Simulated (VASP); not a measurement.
Consider the following.

```
BC62
1.0
    7.14656     0.00000     0.00000
    0.00000     7.14656     0.00000
    0.00000     0.00000     7.14656
C B
62 1
Direct
  0.50000   0.00000   0.00000
  0.63087   0.12484   0.12657
  0.75373   0.25026   0.99715
  0.87062   0.36912   0.12834
  0.74918   0.99521   0.25533
  0.87183   0.12380   0.37214
  0.00000   0.00000   0.00000
  0.12500   0.12500   0.12500
  0.25000   0.25000   0.00000
  0.38150   0.38145   0.12063
  0.49333   0.49586   0.00280
  0.62892   0.61831   0.12609
  0.75000   0.75000   0.00000
  0.87500   0.87500   0.12500
  0.25000   0.00000   0.25000
  0.37457   0.13175   0.37358
  0.50440   0.25065   0.25380
  0.74979   0.49340   0.24420
  0.86955   0.62151   0.38152
  0.50185   0.00444   0.50093
  0.62690   0.12937   0.63098
  0.75578   0.25455   0.49431
  0.87305   0.36849   0.62565
  0.75000   0.00000   0.75000
  0.87500   0.12500   0.87500
  0.00000   0.50000   0.00000
  0.12500   0.62500   0.12500
  0.25000   0.75000   0.00000
  0.37500   0.87500   0.12500
  0.00000   0.25000   0.25000
  0.12500   0.37500   0.37500
  0.25491   0.50021   0.24925
  0.37921   0.61828   0.37602
  0.49876   0.75680   0.25422
  0.62500   0.87500   0.37500
  0.00000   0.00000   0.50000
  0.12500   0.12500   0.62500
  0.25559   0.24762   0.49415
  0.37538   0.37726   0.63051
  0.62794   0.62782   0.62875
  0.75665   0.74823   0.49416
  0.87500   0.87500   0.62500
  0.25000   0.00000   0.75000
  0.37500   0.12500   0.87500
  0.49639   0.24418   0.75431
  0.62500   0.37500   0.87500
  0.75435   0.50125   0.75581
  0.87500   0.62500   0.87500
  0.00000   0.75000   0.25000
  0.12500   0.87500   0.37500
  0.00000   0.50000   0.50000
  0.12500   0.62500   0.62500
  0.25000   0.75000   0.50000
  0.37500   0.87500   0.62500
  0.00000   0.25000   0.75000
  0.12500   0.37500   0.87500
  0.25000   0.50000   0.75000
  0.37500   0.62500   0.87500
  0.50000   0.75000   0.75000
  0.62500   0.87500   0.87500
  0.00000   0.75000   0.75000
  0.12500   0.87500   0.87500
  0.50652   0.50378   0.50363
```

Calculation: PBE GGA, VASP's PBE PAW potentials (set 64) (plane waves; VASP 6.6.1). Run with PREC = Normal, LREAL = Auto, ISYM = 0, EDIFF = 1E-5, 400 eV cut-off, 1×1×1 Γ-centred mesh, Gaussian smearing of 0.050 eV, potentials C B. Starting moments (MAGMOM): 63*0.0159. The cell's moment is fixed (NUPDOWN = 1).

The supercell is sampled at Γ alone, which is coarse: total energies, pressure and levels can be off, energies of defects by several tenths of an eV.

Problem. The ions are relaxed. What does this cell relax into?

Solution. 
```
BC62
1.0
    7.14656     0.00000     0.00000
    0.00000     7.14656     0.00000
    0.00000     0.00000     7.14656
C B
62 1
Direct
  0.49999   0.99907   0.99924
  0.62397   0.12743   0.12767
  0.74935   0.25072   0.00117
  0.87222   0.37511   0.12873
  0.74918   0.00158   0.25197
  0.87346   0.12724   0.37739
  0.00052   0.00022   0.00062
  0.12445   0.12537   0.12580
  0.24906   0.24924   0.99874
  0.37444   0.37426   0.12504
  0.50072   0.49922   0.00002
  0.62438   0.62322   0.12738
  0.75216   0.75107   0.99956
  0.87484   0.87582   0.12621
  0.24997   0.99950   0.24890
  0.37626   0.12659   0.37583
  0.48892   0.24296   0.23977
  0.75854   0.50986   0.24196
  0.87323   0.62287   0.37670
  0.50156   0.00076   0.49962
  0.62545   0.12606   0.62539
  0.76121   0.24233   0.51267
  0.87613   0.37404   0.62689
  0.75209   0.99925   0.75118
  0.87534   0.12521   0.87666
  0.00166   0.50141   0.99941
  0.12485   0.62477   0.12448
  0.25114   0.74981   0.99926
  0.37579   0.87525   0.12443
  0.99970   0.25078   0.25185
  0.12534   0.37494   0.37560
  0.24948   0.50023   0.24867
  0.37471   0.62513   0.36889
  0.50011   0.75090   0.24903
  0.62541   0.87512   0.37557
  0.00181   0.99901   0.50099
  0.12541   0.12371   0.62554
  0.24998   0.24850   0.50059
  0.37488   0.36781   0.62629
  0.63222   0.62507   0.62643
  0.75192   0.75078   0.50086
  0.87665   0.87509   0.62525
  0.25141   0.99917   0.74958
  0.37548   0.12368   0.87579
  0.50045   0.24841   0.75116
  0.62546   0.37497   0.87567
  0.75239   0.50015   0.75154
  0.87660   0.62476   0.87615
  0.00131   0.75096   0.24880
  0.12515   0.87467   0.37573
  0.00075   0.49899   0.50029
  0.12620   0.62424   0.62460
  0.25115   0.74974   0.49900
  0.37657   0.87436   0.62444
  0.00237   0.24918   0.75205
  0.12516   0.37449   0.87597
  0.25144   0.49925   0.74951
  0.37632   0.62427   0.87473
  0.50190   0.74969   0.74977
  0.62537   0.87464   0.87593
  0.00171   0.74970   0.74985
  0.12581   0.87470   0.87517
  0.49506   0.50611   0.50584
``` The cell ends with 1.00 μB, on the first 30 sites 0.02 -0.01 0.00 0.00 0.01 -0.01 0.00 0.00 0.02 0.00 0.00 0.00 0.00 0.00 0.02 -0.01 0.25 -0.02 0.00 0.01 -0.01 0.28 0.00 0.02 0.00 0.00 0.00 0.00 0.00 0.00 μB.

Problem. How much energy does the relaxation gain?

Solution. The energy (σ→0) changes by -35.6 meV/atom, in 15 ionic steps.

The cell is a supercell with a defect, built from C (diamond): B_C-vac_C.
